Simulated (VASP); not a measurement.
```
CELL_PARAMETERS angstrom
     10.93707     0.00000     0.00000
      0.00000    10.93707     0.00000
      0.00000     0.00000    10.93707
ATOMIC_POSITIONS crystal
  Si 0.50000 0.00000 0.00000
  Si 0.62500 0.12500 0.12500
  Si 0.75000 0.25000 0.00000
  Si 0.87500 0.37500 0.12500
  Si 0.75000 0.00000 0.25000
  Si 0.87500 0.12500 0.37500
  Si 0.00000 0.00000 0.00000
  Si 0.12500 0.12500 0.12500
  Si 0.25000 0.25000 0.00000
  Si 0.37500 0.37500 0.12500
  Si 0.50000 0.50000 0.00000
  Si 0.62500 0.62500 0.12500
  Si 0.75000 0.75000 0.00000
  Si 0.87500 0.87500 0.12500
  Si 0.25000 0.00000 0.25000
  Si 0.37500 0.12500 0.37500
  Si 0.49822 0.24666 0.25088
  Si 0.74689 0.50278 0.25000
  Si 0.87500 0.62500 0.37500
  Si 0.50000 0.00000 0.50000
  Si 0.62500 0.12500 0.62500
  Si 0.74905 0.24556 0.49971
  Si 0.87500 0.37500 0.62500
  Si 0.75000 0.00000 0.75000
  Si 0.87500 0.12500 0.87500
  Si 0.00000 0.50000 0.00000
  Si 0.12500 0.62500 0.12500
  Si 0.25000 0.75000 0.00000
  Si 0.37500 0.87500 0.12500
  Si 0.00000 0.25000 0.25000
  Si 0.12500 0.37500 0.37500
  Si 0.25000 0.50000 0.25000
  Si 0.37500 0.62500 0.37500
  Si 0.50000 0.75000 0.25000
  Si 0.62500 0.87500 0.37500
  Si 0.00000 0.00000 0.50000
  Si 0.12500 0.12500 0.62500
  Si 0.25000 0.25000 0.50000
  Si 0.37500 0.37500 0.62500
  Si 0.62500 0.62500 0.62500
  Si 0.75000 0.75000 0.50000
  Si 0.87500 0.87500 0.62500
  Si 0.25000 0.00000 0.75000
  Si 0.37500 0.12500 0.87500
  Si 0.50000 0.25000 0.75000
  Si 0.62500 0.37500 0.87500
  Si 0.75000 0.50000 0.75000
  Si 0.87500 0.62500 0.87500
  Si 0.00000 0.75000 0.25000
  Si 0.12500 0.87500 0.37500
  Si 0.00000 0.50000 0.50000
  Si 0.12500 0.62500 0.62500
  Si 0.25000 0.75000 0.50000
  Si 0.37500 0.87500 0.62500
  Si 0.00000 0.25000 0.75000
  Si 0.12500 0.37500 0.87500
  Si 0.25000 0.50000 0.75000
  Si 0.37500 0.62500 0.87500
  Si 0.50000 0.75000 0.75000
  Si 0.62500 0.87500 0.87500
  Si 0.00000 0.75000 0.75000
  Si 0.12500 0.87500 0.87500
  As 0.50235 0.50016 0.50048
```
Cell charge +1.

Method: PBE GGA, VASP's PBE PAW potentials (set 64) (plane waves; VASP). Settings: PREC = Normal, LREAL = Auto, ISYM = 0, NELECT = 252.0, EDIFF = 1E-5, 400 eV cut-off, 1×1×1 Γ-centred mesh, Gaussian smearing of 0.050 eV, potentials Si As.

The cell is charged, with a uniform compensating background. The supercell is sampled at Γ alone, which is coarse: total energies, pressure and levels can be off, energies of defects by several tenths of an eV.

Q: The ions are relaxed. Which structure does the run end with?

A: 
```
CELL_PARAMETERS angstrom
     10.93707     0.00000     0.00000
      0.00000    10.93707     0.00000
      0.00000     0.00000    10.93707
ATOMIC_POSITIONS crystal
  Si 0.49945 0.99973 0.99977
  Si 0.62660 0.12470 0.12489
  Si 0.75020 0.24967 0.99896
  Si 0.87506 0.37344 0.12488
  Si 0.75027 0.99866 0.24970
  Si 0.87513 0.12466 0.37337
  Si 0.00028 0.99939 0.99967
  Si 0.12531 0.12484 0.12494
  Si 0.25116 0.24920 0.00080
  Si 0.37675 0.37709 0.12768
  Si 0.49963 0.50013 0.99975
  Si 0.62260 0.62317 0.12767
  Si 0.75065 0.74864 0.00069
  Si 0.87503 0.87429 0.12489
  Si 0.25109 0.00072 0.24939
  Si 0.37673 0.12766 0.37730
  Si 0.49962 0.24593 0.24611
  Si 0.75383 0.50043 0.24603
  Si 0.87219 0.62316 0.37730
  Si 0.49963 0.99964 0.50027
  Si 0.62263 0.12762 0.62320
  Si 0.75386 0.24581 0.50038
  Si 0.87222 0.37707 0.62318
  Si 0.75062 0.00069 0.74879
  Si 0.87500 0.12489 0.87462
  Si 0.00021 0.50044 0.99979
  Si 0.12512 0.62440 0.12618
  Si 0.24969 0.75025 0.00090
  Si 0.37539 0.87494 0.12615
  Si 0.00102 0.24964 0.24971
  Si 0.12482 0.37503 0.37508
  Si 0.25084 0.50045 0.25255
  Si 0.37436 0.62564 0.37879
  Si 0.49941 0.74920 0.25257
  Si 0.62481 0.87515 0.37517
  Si 0.00028 0.99973 0.50056
  Si 0.12516 0.12609 0.62451
  Si 0.25083 0.25251 0.50059
  Si 0.37429 0.37887 0.62571
  Si 0.62116 0.62572 0.62576
  Si 0.74737 0.74924 0.50059
  Si 0.87384 0.87488 0.62451
  Si 0.24971 0.00078 0.75027
  Si 0.37549 0.12612 0.87485
  Si 0.49938 0.25254 0.74916
  Si 0.62485 0.37509 0.87518
  Si 0.74743 0.50049 0.74922
  Si 0.87383 0.62439 0.87488
  Si 0.99919 0.74863 0.24937
  Si 0.12462 0.87522 0.37571
  Si 0.00013 0.50001 0.50017
  Si 0.12359 0.62579 0.62589
  Si 0.24920 0.75050 0.50194
  Si 0.37397 0.87608 0.62600
  Si 0.99917 0.24923 0.74877
  Si 0.12461 0.37556 0.87536
  Si 0.24923 0.50193 0.75071
  Si 0.37395 0.62592 0.87628
  Si 0.49800 0.75062 0.75081
  Si 0.62432 0.87525 0.87538
  Si 0.99906 0.75021 0.75028
  Si 0.12477 0.87516 0.87521
  As 0.51284 0.48724 0.48731
```
Cell charge +1.

Q: How much energy does the relaxation gain?

A: The energy (σ→0) changes by -4.6 meV/atom, in 14 ionic steps.

The cell is a supercell with a defect, built from Si (diamond): As_Si-vac_Si, charge +1. The run is not spin-polarised, so no state with unpaired spins was tried.
